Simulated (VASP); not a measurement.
An input for Ansatz (written as the equivalent of a VASP run, and not itself run):

Ansatz 0.2 input:
```yaml
crystal:
  lattice:
    - [4.9774500, 0.0000000, 0.0000000]
    - [0.0000000, 4.9774500, 0.0000000]
    - [0.0000000, 0.0000000, 4.9774500]
  atoms:
    - { symbol: La, position: [0.0000000, 0.5000000, 0.5000000] }
    - { symbol: La, position: [0.5000000, 0.0000000, 0.5000000] }
    - { symbol: La, position: [0.5000000, 0.5000000, 0.0000000] }
    - { symbol: Al, position: [0.0000000, 0.0000000, 0.0000000] }
kpoints:
  mp_grid: { grid: [9, 9, 9] }
hamiltonian:
  xc: lda
  pseudopotentials: { kind: paw }
scf:
  occupations: { method: gaussian, width: 0.2 }
  max_iter: 100
output: { forces: true, stress: true, eigenvalues: true }
```

**Question.** Translate this input to VASP (INCAR, KPOINTS, POSCAR, choice of POTCAR).

**Answer.** Several could match; the one computed here: 
### INCAR
```
SYSTEM = La3Al
PREC = Accurate; ENCUT = 300; LREAL = .False.
LASPH = .True.
EDIFF = 1E-6; NELM = 100; ALGO = Normal
LMAXMIX = 6
ISMEAR = 0; SIGMA = 0.2
ISIF = 2
LWAVE = .False.; LCHARG = .False.
```

POSCAR:
```
La3Al
4.977450
  1.0000000000   0.0000000000   0.0000000000
  0.0000000000   1.0000000000   0.0000000000
  0.0000000000   0.0000000000   1.0000000000
La Al
3 1
Direct
  0.0000000000   0.5000000000   0.5000000000
  0.5000000000   0.0000000000   0.5000000000
  0.5000000000   0.5000000000   0.0000000000
  0.0000000000   0.0000000000   0.0000000000
```

**KPOINTS**
```
kpoints
0
gamma
 9 9 9
```

POTCAR, in this order: La Al (LDA.64 set). Program: vasp_std.

The two are equivalent in intent, not identical: each code has its own PAW files, so the cut-off isn't converted (ENCUT is set for VASP's; basis.ecutwfc is left out, and Ansatz then takes the one that its files recommend); Ansatz stops its SCF on the density residual and VASP on the energy change (EDIFF); Ansatz's lda is the Perdew-Wang form, while the LDA potentials of VASP carry Perdew-Zunger's.

The structure comes from a computed database's La3Al entry; how it stands against other phases isn't given here. The cell was not relaxed at this level. The run is one of a series of settings (GGA removed, POTCAR La Al (LDA.64 set) against the base run), some of them coarse on purpose.
